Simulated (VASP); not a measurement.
**BiCl3O: relaxation of cell and atoms with PBEsol**

BiCl3O:

```
Bi Cl O
1.0
     5.39869    0.00000    0.00000
     0.00000    5.39869    0.00000
     0.00000    0.00000    5.39869
Bi Cl O
1 3 1
Direct
  0.50000 0.50000 0.50000
  0.00000 0.50000 0.50000
  0.50000 0.00000 0.50000
  0.50000 0.50000 0.00000
  0.00000 0.00000 0.00000
```

The cell was built by a generator and needn't be a form met in nature.

```yaml
Program: VASP 6.6.1
Task: relaxation of cell and atoms
Functional: PBEsol
Potentials_or_basis: VASP PAW PBE potentials, release 64 (Bi_d, Cl, O)
Cutoff: 600 eV
k_mesh: 5 × 5 × 5
Occupations: gaussian, width 0.05 eV
Spin: no spin polarisation
Further_INCAR_settings: ALGO = Normal; EDIFF = 1e-07; IBRION = 2; EDIFFG = -0.02; NSW = 60; ISIF = 3
```

The relaxed volume is 30.00 Å³/atom. The relaxed cell is a = 5.313 Å, b = 5.313 Å, c = 5.313 Å, α = 90.00°, β = 90.00°, γ = 90.00° and the space group after relaxing (to 0.05 Å) is Pm-3m (No. 221). The energy gained by relaxing is 6.7 meV/atom, the ionic steps are 3 and the pressure after relaxing is 0.0 GPa. The band gap on the k mesh is none (metal or under the smearing width).

The path:
| step | energy change (eV) | largest force (eV/Å) | pressure (GPa) | volume (Å³) |
| --- | --- | --- | --- | --- |
| 1 | 0.0000 | 0.0000 | -1.42 | 157.35 |
| 2 | -0.0329 | 0.0000 | -0.23 | 151.08 |
| 3 | -0.0337 | 0.0000 | 0.00 | 150.02 |

Final structure:
```
Bi Cl O
1.0
     5.31348    0.00000    0.00000
     0.00000    5.31348    0.00000
     0.00000    0.00000    5.31348
Bi Cl O
1 3 1
Direct
  0.50000 0.50000 0.50000
  0.00000 0.50000 0.50000
  0.50000 0.00000 0.50000
  0.50000 0.50000 0.00000
  0.00000 0.00000 0.00000
```

Levels at points of the mesh, in eV from the Fermi level:
```csv
k point,band 16,band 17,band 18,band 19,band 20,band 21,band 22,band 23,band 24,band 25
"(0.00, 0.00, 0.00)",-1.15,-1.01,-1.01,-1.01,0.03,0.03,0.03,6.79,7.13,7.13
```

Wall time 110 s on 1 thread of AMD EPYC 9R14 (Zen 4) (shared host), peak memory 0.33 GiB.

Caveat: the PAW data sets were made with another functional, which shifts forces and pressure a little; spin-orbit coupling is left out, which moves the levels of the heavy elements.
